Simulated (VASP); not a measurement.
Consider the following.

```yaml
crystal:
  lattice:
    - [0.00000, 3.18336, 3.18336]
    - [3.18336, 0.00000, 3.18336]
    - [3.18336, 3.18336, 0.00000]
  atoms:
    - { symbol: Na, position: [0.25000, 0.25000, 0.25000] }
    - { symbol: Na, position: [0.75000, 0.75000, 0.75000] }
    - { symbol: S, position: [0.00000, 0.00000, 0.00000] }
```

The numbers are results of LDA (Ceperley-Alder, Perdew-Zunger), VASP's LDA PAW potentials (set 64) (plane waves; VASP), not measurements. Numerical set-up: 400 eV cut-off, Gaussian smearing of 0.050 eV, potentials Na_pv S.

Problem. Give the energies of bands 8 to 13 at the high-symmetry points, in eV from the valence-band maximum.

Solution. 
```tsv
band	Γ	X	U	L	W
8	0.00	-1.66	-1.38	-1.85	-1.15
9	0.00	-0.50	-1.05	-0.14	-1.15
10	0.00	-0.50	-0.39	-0.14	-0.66
11	2.52	3.67	4.43	4.88	4.72
12	7.80	6.01	6.54	6.60	7.40
13	7.80	8.89	8.18	7.13	7.41
```

The gap is direct, 2.52 eV, from the valence maximum at Γ to the conduction minimum at Γ.

The compound is Na2S in the antifluorite structure. It was relaxed first, which changed the volume by -8 %.
